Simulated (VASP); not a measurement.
## GaAs: single point with PBE

GaAs:

```
CELL_PARAMETERS angstrom
0.00000 2.79242 2.79242
2.79242 0.00000 2.79242
2.79242 2.79242 0.00000
ATOMIC_POSITIONS crystal
Ga 0.00000 0.00000 0.00000
As 0.25000 0.25000 0.25000
```

The cell isn't the ideal one: a relaxed cell with its volume scaled by 0.91.

| Property | Result |
| --- | --- |
| Program | VASP 6.6.1 |
| Task | single point |
| Functional | PBE |
| Potentials or basis | VASP PAW PBE potentials, release 64 (Ga_d, As) |
| Cutoff | 520 eV |
| k mesh | 10 × 10 × 10 |
| Occupations | gaussian, width 1 eV |
| Spin | no spin polarisation |
| Further INCAR settings | ALGO = Normal; EDIFF = 1e-07; NBANDS = 16 |

* Pressure: 6.7 GPa
* Band gap on the k mesh: 0.80 eV, direct

Levels at points of the mesh, in eV from the valence-band top:
| k point | band 5 | band 6 | band 7 | band 8 | band 9 | band 10 | band 11 | band 12 | band 13 | band 14 |
| --- | --- | --- | --- | --- | --- | --- | --- | --- | --- | --- |
| (0.00, 0.00, 0.00) | -14.78 | -13.00 | 0.00 | 0.00 | 0.00 | 0.80 | 3.75 | 3.75 | 3.75 | 7.70 |
| (0.50, 0.00, 0.00) | -14.77 | -11.12 | -6.84 | -1.20 | -1.20 | 1.11 | 4.65 | 4.65 | 7.79 | 10.68 |
| (0.50, 0.50, 0.00) | -14.76 | -10.33 | -6.99 | -2.81 | -2.81 | 1.40 | 1.64 | 10.47 | 10.47 | 11.32 |

Wall time 37 s on 1 thread of Intel(R) Xeon(R) Platinum 8488C (Sapphire Rapids), with other jobs on the host, peak memory 0.18 GiB.

A k mesh can miss the band edges.
